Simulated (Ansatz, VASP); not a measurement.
# AsP: VASP beside Ansatz, part 2 of 2

Wanted: the spread between two codes on one cell, functional and k mesh. The cell is generated by rule, not measured, and may not be a known phase. The cell is taken from a series of VASP runs on this material, whose earlier steps may have relaxed, scaled or displaced it; both programs get it as it stands.

VASP 6.6.1 and Ansatz 0.2.0.

So far. Step 2 (VASP: band structure, PBEsol, spin-orbit coupling): The run ends at a pressure of 20.66 GPa.

The structure was built from a prototype and need not be the compound's stable phase.

### Step 3. Ansatz: band structure, PBEsol, spin-orbit coupling

Level of this step: Ansatz beside VASP: Kohn-Sham DFT, plane waves, PBEsol, spin-orbit coupling (Ansatz).

Ansatz runs on its fully relativistic PAW (standard-fr) files.

The same cell, functional, mesh and smearing now go to Ansatz, which takes its cutoff from its data sets.

The input, input.yaml:

```yaml
crystal:
  lattice:
    - [0.0, 2.64426, 2.64426]
    - [2.64426, 0.0, 2.64426]
    - [2.64426, 2.64426, 0.0]
  atoms:
    - { symbol: As, position: [0.0, 0.0, 0.0] }
    - { symbol: P, position: [0.25, 0.25, 0.25] }
hamiltonian:
  xc: pbesol
  pseudopotentials: { kind: paw_fr }
magnetization:
  noncollinear: true
  spin_orbit: true
kpoints:
  mp_grid: { grid: [10, 10, 10] }
  band_path:
    path:
      - [0.0, 0.0, 0.0]
      - [0.16667, 0.0, 0.16667]
      - [0.33333, 0.0, 0.33333]
      - [0.5, 0.0, 0.5]
      - [0.5, 0.08333, 0.58333]
      - [0.5, 0.18333, 0.68333]
      - [0.5, 0.25, 0.75]
      - [0.45, 0.3, 0.75]
      - [0.40833, 0.34167, 0.75]
      - [0.35, 0.35, 0.7]
      - [0.225, 0.225, 0.45]
      - [0.075, 0.075, 0.15]
      - [0.03333, 0.03333, 0.03333]
      - [0.23333, 0.23333, 0.23333]
      - [0.4, 0.4, 0.4]
      - [0.51667, 0.46667, 0.51667]
      - [0.55833, 0.38333, 0.55833]
      - [0.60833, 0.28333, 0.60833]
      - [0.60833, 0.25, 0.64167]
      - [0.55833, 0.25, 0.69167]
      - [0.51667, 0.25, 0.73333]
      - [0.5, 0.3, 0.7]
      - [0.5, 0.38333, 0.61667]
      - [0.5, 0.48333, 0.51667]
      - [0.475, 0.475, 0.55]
      - [0.425, 0.425, 0.65]
      - [0.38333, 0.38333, 0.73333]
      - [0.59167, 0.18333, 0.59167]
      - [0.55, 0.1, 0.55]
      - [0.5, 0.0, 0.5]
    npoints: 1
scf:
  occupations: { method: gaussian, width: 0.02 }
  n_extra_bands: 14
output:
  forces: true
  stress: true
  eigenvalues: true
  write_density: true
  write_potential: true
  elf: true
  volumetric_format: npy
```

Run with:

```sh
> ansatz run input.yaml --threads 2 --pin off --max-ram 4608MiB --backend cpu --events-out ev --progress --plain --runs-dir out
```

Numbers of over 12 decimals in the logs are rounded to 6 here.

Log:

```text
scf.n_extra_bands = 14 over 20 filled bands (N_el = 20.0): the run solves 34 bands
Engine: ansatz 0.2.0, aarch64-unknown-linux-gnu
Pseudopotentials: kind: paw_fr
Pseudopotential: As, paw_fr, valence charge 15, recommended cutoff 420 eV (normal), As.paw.azcp#standard-fr
Pseudopotential: P, paw_fr, valence charge 5, recommended cutoff 420 eV (normal), P.paw.azcp#standard-fr
Functional definition: PBEsol
  exchange = pbesol_x
  correlation = pbesol_c
non-collinear run that drives no moment, with spin-orbit: no starting moment large enough to seed its density (crystal.atoms[].spin), no starting occupations that ask for one, no magnetisation constraint and no magnetic field, so the semilocal B_xc is pinned to zero
Crystal: 2 atoms, lattice volume = 36.978 Å³
Basis set: ecut = 420 eV, 725 PW (Γ), exchange–correlation on 50×50×50 points (8 copies of the dense FFT grid, shifted against one another)
Bands: 34, of which v1, the nominal top of the filled ones, is band 20 counted from 1 (19 counted from 0)
Symmetry: 24 space group operations + 24 with time reversal
Magnetic group: BNS 216.75 (UNI 1577), of the structure as read, at distance tolerance 3.3e-5 Å
k-points: 47 of 1000 (time reversal used)
Projection manifold: j_resolved (fully-relativistic pseudo-atomic orbitals)
Non-local potential: As, projectors of the file, l = 0: 2, l = 1: 4, l = 2: 6, l = 3: 2
Non-local potential: P, projectors of the file, l = 0: 2, l = 1: 4, l = 2: 4
PAW form: soft (Blöchl's): semilocal exchange-correlation on the pseudo side does not see the compensation charge
PAW frozen core: As, regenerated for the run's functional, and the local potential with it (the file was generated under x = pbe(κ = 0.804, μ = 0.219515), c = pbe(β = 0.066725))
PAW frozen core: P, regenerated for the run's functional, and the local potential with it (the file was generated under x = pbe(κ = 0.804, μ = 0.219515), c = pbe(β = 0.066725))
PAW one-centre angular grid: As, 590 points (default); XC on 64 Gauss nodes
PAW one-centre angular grid: P, 110 points (default); XC on 64 Gauss nodes
Initial density: superposition of atomic densities (chi_scale 0.1, normalization cell, long waves kept (reshape's long-wave potential 0.00 eV rms))
Initial wavefunctions: pseudopotential atomic-orbital guess
Functional: x = pbesol(κ = 0.804, μ = 0.123457), c = pbesol(β = 0.046)
SCF iter   1: F=—  HF=-5551.724648 eV  |F-HF|=—  |Δ(HF+E_count)|=         —  Δρ=3.04e-2  dr2=2.95e-1  dr2_m=0.00e0 (ungated)  ethr=3.10e-3  |M|=0.00e0 ∫|m|=0.00e0 μB  |m|>n=0.0e0 m-floor=0.0e0 τ_xc=0.0e0  β_m=0.30  ⟨swp⟩=8.5  Hψ=12155  notcnv=0  defer=30
preconditioner: auto → Kerker (q_TF=auto, 2.463 Å⁻¹)  [metal: Δε(μ)=0.019 eV  Ē_g=13.781 eV  σ=0.020 eV  W_gap=0.43  n_scr=14 (ndim 8)  ℏωp=19.3 eV  f_vac=0.000  D(μ)=2.92/eV (n_scr^D=26)]
spin=Noncollinear: Kerker preconditioning applied to the charge; magnetization (m_x, m_y, m_z) channels mix plain (no charge-response kernel on spin).
SCF iter   2: F=—  HF=-5551.686689 eV  |F-HF|=—  |Δ(HF+E_count)|=   3.80e-2  Δρ=2.34e-2  dr2=1.72e-1  dr2_m=0.00e0 (ungated)  ethr=1.48e-3  |M|=0.00e0 ∫|m|=0.00e0 μB  |m|>n=0.0e0 m-floor=0.0e0 τ_xc=0.0e0  β_m=0.65  ⟨swp⟩=1.6  Hψ=2054  notcnv=0  defer=158
SCF iter   3: F=—  HF=-5551.635249 eV  |F-HF|=—  |Δ(HF+E_count)|=   5.14e-2  Δρ=2.27e-3  dr2=2.89e-3  dr2_m=0.00e0 (ungated)  ethr=8.59e-4  |M|=0.00e0 ∫|m|=0.00e0 μB  |m|>n=0.0e0 m-floor=0.0e0 τ_xc=0.0e0  β_m=0.68  ⟨swp⟩=2.5  Hψ=1857  notcnv=0  defer=295
SCF iter   4: F=—  HF=-5551.634421 eV  |F-HF|=—  |Δ(HF+E_count)|=   8.28e-4  Δρ=1.21e-3  dr2=7.85e-4  dr2_m=0.00e0 (ungated)  ethr=1.45e-5  |M|=0.00e0 ∫|m|=0.00e0 μB  |m|>n=0.0e0 m-floor=0.0e0 τ_xc=0.0e0  β_m=0.68  ⟨swp⟩=2.7  Hψ=2558  notcnv=0  defer=372
SCF iter   5: F=—  HF=-5551.634263 eV  |F-HF|=—  |Δ(HF+E_count)|=   1.58e-4  Δρ=7.71e-4  dr2=2.65e-4  dr2_m=0.00e0 (ungated)  ethr=3.92e-6  |M|=0.00e0 ∫|m|=0.00e0 μB  |m|>n=0.0e0 m-floor=0.0e0 τ_xc=0.0e0  β_m=0.84  ⟨swp⟩=2.3  Hψ=1910  notcnv=0  defer=372
SCF iter   6: F=—  HF=-5551.634278 eV  |F-HF|=—  |Δ(HF+E_count)|=   1.57e-5  Δρ=1.11e-4  dr2=2.49e-6  dr2_m=0.00e0 (ungated)  ethr=1.33e-6  |M|=0.00e0 ∫|m|=0.00e0 μB  |m|>n=0.0e0 m-floor=0.0e0 τ_xc=0.0e0  β_m=0.92  ⟨swp⟩=2.1  Hψ=1656  notcnv=0  defer=372
SCF iter   7: F=—  HF=-5551.634280 eV  |F-HF|=—  |Δ(HF+E_count)|=   1.50e-6  Δρ=2.09e-5  dr2=1.36e-7  dr2_m=0.00e0 (ungated)  ethr=1.24e-8  |M|=0.00e0 ∫|m|=0.00e0 μB  |m|>n=0.0e0 m-floor=0.0e0 τ_xc=0.0e0  β_m=0.96  ⟨swp⟩=2.0  Hψ=2206  notcnv=0  defer=372
SCF iter   8: F=-5551.634280 eV  HF=-5551.634280 eV  |F-HF|=1.83e-10  |Δ(HF+E_count)|=   1.23e-7  Δρ=3.71e-6  dr2=6.79e-9  dr2_m=0.00e0 (ungated)  ethr=5.00e-10  |M|=0.00e0 ∫|m|=0.00e0 μB  |m|>n=0.0e0 m-floor=0.0e0 τ_xc=0.0e0  ⟨swp⟩=14.9  Hψ=11326  notcnv=0
SCF 1 converged in 8 iterations: F = -5551.634280 eV  dr2 = 6.79e-9
  greatest PAW one-centre occupation: 0.999 electrons in one spin orbital (limit 2), on the As atom at site 0 (counted from 0), in its partial waves of l = 2
NSCF: frozen V_eff on 30 k-points
SCF converged after 8 iterations
Magnetization: |M| = 0.0000 μB,  M = (+0.0000, +0.0000, +0.0000) μB
Absolute magnetization: 0.0000 μB (∫|m|)
  site 0: m = (+0.0000, +0.0000, +0.0000) μB, |m| = 0.0000 μB  (R = 0.94 Å)
  site 1: m = (+0.0000, +0.0000, +0.0000) μB, |m| = 0.0000 μB  (R = 0.94 Å)
Free energy (F): -5551.634280 eV
Harris-Foulkes:  -5551.634280 eV  (|F-HF|=1.83e-10)
Internal energy: -5551.633945 eV  (E = F + TS)
E sigma→0 (E₀):  -5551.634112 eV
Entropy (-TS):   -0.000335 eV (-0.168 meV/atom)
Fermi energy:    10.696808 eV
--- Per-component energies (eV) ---
  E_band       = -225.650577
  E_kinetic    = 178.450147
  E_local      = -1917.527948  (includes V_loc(G=0)·N_el)
  E_nonlocal   = -632.766247
  E_hartree    = 1032.674064
  E_xc         = -141.884197
  E_vxc        = -142.725922  (∫ρ·V_xc dr)
  E_paw        = -2347.367119  (= ΣΔE_a)
  E_vpaw       = 223.569073  (= ΣTr[D̂ρ^β])
  E_aug_tail   = 0.000011  (compensation charges beyond the density's cutoff)
  E_ewald      = -1724.228722
  E_core_change = 1.016066  (= ΣΔE_core)
  E_smearing   = -0.000335  (= −TS)
  E_closure    = 0.000000  (closes the sum)
  Σ components = -5551.634280   (vs F -5551.634280, Δ=0.00e0)
--- Forces (eV/Å), atoms counted from 1 ---
  atom   1  As    -0.00000000     0.00000000    -0.00000000
  atom   2  P      0.00000000    -0.00000000     0.00000000
  max |Σ_I F_I| component: 2.28e-15 eV/Å
--- Stress (GPa, compression-positive) ---
       19.976908       0.000000      -0.000000
        0.000000      19.976908       0.000000
       -0.000000       0.000000      19.976908
  P = ⅓ Tr σ = 19.9769 GPa (199.769 kbar)
--- Band table (eV; the first three rows and the last of 47) ---
  k-point 0: bands = [... 16 lower, 7.6009, 7.6009, 8.0055, 8.0055, 10.6838, 10.6838, 10.8605, 10.8605, ... 10 higher]
  k-point 1: bands = [... 16 lower, 7.4054, 7.4062, 9.0604, 9.0604, 11.0111, 11.0111, 11.1448, 11.1461, ... 10 higher]
  k-point 2: bands = [... 16 lower, 7.0058, 7.0070, 9.0389, 9.0389, 11.5907, 11.5907, 11.7100, 11.7127, ... 10 higher]
  k-point 46: bands = [... 16 lower, 3.9775, 3.9814, 11.6850, 11.7098, 11.8843, 11.9666, 14.1948, 14.2315, ... 10 higher]
```

The job ended after 21 s (2 threads of Arm Neoverse N1, shared host; peak memory 0.47 GiB; 41 s of CPU time).

### Step 4. Differences

Known differences besides the potentials themselves: spin-orbit coupling enters by fully relativistic files in Ansatz and inside the spheres in VASP; the data sets hold 20 valence electrons in Ansatz (fully relativistic PAW (standard-fr) files) and 10 in VASP; the cutoff is 420 eV in Ansatz and 400 eV in VASP; Ansatz makes its cores anew for this functional, VASP keeps those of its PBE data sets. Total energies have different zeros and are not compared.

The two programs side by side:

```
      quantity  Ansatz   VASP  difference
pressure (GPa)   19.98  20.66       -0.69
```

Levels from 3 eV below to 2 eV above the Fermi level differ by 5 meV r.m.s. and 22 meV at most; each VASP level is matched to the nearest of Ansatz, which flatters the figure a little.

### Step 5. Results

| Property | Result |
| --- | --- |
| r.m.s. difference of levels near the Fermi level (band structure, PBEsol, spin-orbit coupling) | 5.2 meV |
| difference in pressure (band structure, PBEsol, spin-orbit coupling) | -0.69 GPa |

In words: The difference in pressure is -0.69 GPa (band structure, PBEsol, spin-orbit coupling), within the 1 GPa picked in this series as the mark of a large difference. 2 further runs of this series are not shown here. How closely two codes agree says nothing of how well the functional describes the real material.

[Lines on the potential files, build, host, timing and source positions are cut from VASP's logs without a mark.]

[Logs are printed without paths, hosts, clocks, repeated set-up lines and the standing remarks that a program may print on its own settings, such as how far it seeks lower states.]

[Hosts, paths, dates, database ids (printed as entryN), source tags and the programs' standing remarks are cut or masked in the printed files.]
